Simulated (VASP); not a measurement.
Output of a VASP run:

### OSZICAR
```
       N       E                     dE             d eps       ncg     rms          rms(c)
DAV:   1     0.110948481487E+03    0.11095E+03   -0.92558E+03  2048   0.129E+03
DAV:   2    -0.126724858215E+02   -0.12362E+03   -0.11907E+03  2196   0.345E+02
DAV:   3    -0.149107718806E+02   -0.22383E+01   -0.21845E+01  2412   0.477E+01
DAV:   4    -0.149327466986E+02   -0.21975E-01   -0.21960E-01  2296   0.480E+00
DAV:   5    -0.149332800478E+02   -0.53335E-03   -0.53334E-03  2532   0.641E-01    0.125E+01
DAV:   6    -0.143419161519E+02    0.59136E+00   -0.36236E+00  2140   0.219E+01    0.242E+00
DAV:   7    -0.142715542130E+02    0.70362E-01   -0.27367E-01  2124   0.627E+00    0.213E+00
DAV:   8    -0.142556885551E+02    0.15866E-01   -0.17374E-02  2192   0.131E+00    0.203E-01
DAV:   9    -0.142555760942E+02    0.11246E-03   -0.23970E-04  2404   0.144E-01    0.132E-01
DAV:  10    -0.142555739150E+02    0.21792E-05   -0.29483E-05  2444   0.730E-02    0.977E-03
DAV:  11    -0.142555724461E+02    0.14689E-05   -0.18522E-06  1492   0.185E-02    0.555E-03
DAV:  12    -0.142555719094E+02    0.53669E-06   -0.90133E-08  1052   0.362E-03
   1 F= -.13429645E+02 E0= -.13429522E+02  d E =-.134296E+02
```

OUTCAR:
```
------------------------ aborting loop because EDIFF is reached ----------------------------------------
  FORCE on cell =-STRESS in cart. coord.  units (eV):
  Direction    XX          YY          ZZ          XY          YZ          ZX
  --------------------------------------------------------------------------------------
  Total        0.8193930      0.8193930      0.8193930     -0.0000000     -0.0000000      0.0000000
  in kB       49.6044377     49.6044377     49.6044377     -0.0000000     -0.0000000      0.0000000
  external PRESSURE =      -0.3955623 kB  Pullay stress =      50.0000000 kB
  volume of cell :       26.47
      direct lattice vectors                 reciprocal lattice vectors
     2.980076657  0.000000000  0.000000000     0.335561838  0.000000000  0.000000000
     0.000000000  2.980076657  0.000000000     0.000000000  0.335561838  0.000000000
     0.000000000  0.000000000  2.980076657     0.000000000  0.000000000  0.335561838
 POSITION                                       TOTAL-FORCE (eV/Angst)
 -----------------------------------------------------------------------------------
      1.49004      1.49004      1.49004         0.000000      0.000000      0.000000
      0.00000      0.00000      0.00000         0.000000      0.000000      0.000000
 -----------------------------------------------------------------------------------
    total drift:                               -0.000000      0.000000      0.000000
  FREE ENERGIE OF THE ION-ELECTRON SYSTEM (eV)
  ---------------------------------------------------
  free  energy   TOTEN  =       -14.2555719094 eV

  energy  without entropy=      -14.2552048466  energy(sigma->0) =      -14.25544956
  enthalpy is  TOTEN    =       -13.4296447854 eV   P V=        0.8259271239

 reached required accuracy - stopping structural energy minimisation
```
(Selected blocks of OUTCAR.)

**POSCAR**
```
RuAl
1
    2.9800766569     0.0000000000     0.0000000000
   -0.0000000000     2.9800766569     0.0000000000
   -0.0000000000     0.0000000000     2.9800766569
Al Ru
1 1
Direct
  0.5000000000   0.5000000000   0.5000000000
  0.0000000000   0.0000000000   0.0000000000
```

Reconstruct the remaining input files.

This is not unique; one that fits is the input of the run itself, PBE GGA, plane waves, VASP's PBE PAW potentials (set 64).

KPOINTS:
```
Automatic mesh
0
Gamma
12 12 12
0 0 0
```

### INCAR
```
ALGO=Normal
EDIFF=1E-6
EDIFFG=-0.02
ENCUT=500
GGA=PE
IBRION=2
ISIF=3
ISMEAR=1
LASPH=.TRUE.
LCHARG=.FALSE.
LMAXMIX=4
LREAL=.FALSE.
LWAVE=.FALSE.
NELM=100
NSW=40
PREC=Accurate
PSTRESS=50
SIGMA=0.1
SYSTEM=RuAl
```

POTCAR, in this order: Al Ru_pv (PBE.64 set). Program: vasp_std.

The compound is RuAl in the CsCl type structure. It was relaxed first under an external pressure of 5 GPa. The electron count is odd and the run is not spin-polarised, which forces a metal.
